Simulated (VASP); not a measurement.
An input for Quantum ESPRESSO's pw.x (written as the equivalent of a VASP run, and not itself run):

```
&CONTROL
  calculation = 'scf'
  pseudo_dir = './pseudo'
  outdir = './out'
  tprnfor = .true.
  tstress = .true.
/
&SYSTEM
  ibrav = 0
  nat = 6
  ntyp = 2
  ecutwfc = 66
  occupations = 'tetrahedra'
  input_dft = 'pbe'
/
&ELECTRONS
  conv_thr = 7.3e-09
  electron_maxstep = 100
/
ATOMIC_SPECIES
  Zr 91.224 Zr.upf
  Si 28.085 Si.upf
CELL_PARAMETERS angstrom
     1.8478263   -7.3995719    0.0000000
     1.8478263    7.3995719   -0.0000000
     0.0000000   -0.0000000    3.6857328
ATOMIC_POSITIONS crystal
  Zr   0.6054304  0.3945696  0.2500000
  Zr   0.3945696  0.6054304  0.7500000
  Si   0.9469826  0.0530174  0.2500000
  Si   0.0530174  0.9469826  0.7500000
  Si   0.2500509  0.7499491  0.2500000
  Si   0.7499491  0.2500509  0.7500000
K_POINTS automatic
  10 10 9 0 0 0
```

Translate this input to VASP (INCAR, KPOINTS, POSCAR, choice of POTCAR).

Several could match; the one computed here: 
**INCAR**
```
SYSTEM = ZrSi2
PREC = Accurate
ENCUT = 400
EDIFF = 1E-7
NELM = 100
ALGO = Normal
LREAL = .FALSE.
LASPH = .TRUE.
ISMEAR = -5
GGA = PE
LMAXMIX = 4
LWAVE = .FALSE.
LCHARG = .TRUE.
LORBIT = 11
NEDOS = 601
ISIF = 2
LEFG = .TRUE.
```

File POSCAR:
```
ZrSi2
1
    1.8478262542    -7.3995719021     0.0000000000
    1.8478262542     7.3995719021    -0.0000000000
    0.0000000000    -0.0000000000     3.6857328197
Zr Si
2 4
Direct
  0.6054303747   0.3945696253   0.2500000000
  0.3945696253   0.6054303747   0.7500000000
  0.9469825503   0.0530174497   0.2500000000
  0.0530174497   0.9469825503   0.7500000000
  0.2500509254   0.7499490746   0.2500000000
  0.7499490746   0.2500509254   0.7500000000
```

File KPOINTS:
```
Automatic mesh
0
Gamma
10 10 9
0 0 0
```

POTCAR, in this order: Zr_sv Si (PBE.64 set). Program: vasp_std.

The two are equivalent in intent, not identical: the potentials are each code's own (VASP's PAW set, PseudoDojo norm-conserving files in pw.x), so ENCUT and ecutwfc are chosen apart and not converted; conv_thr bounds pw.x's estimated SCF error, while EDIFF bounds the energy change between steps; the field gradients of LEFG aren't asked of the other code.

The compound is ZrSi2 in the sg63 structure. It was relaxed first.
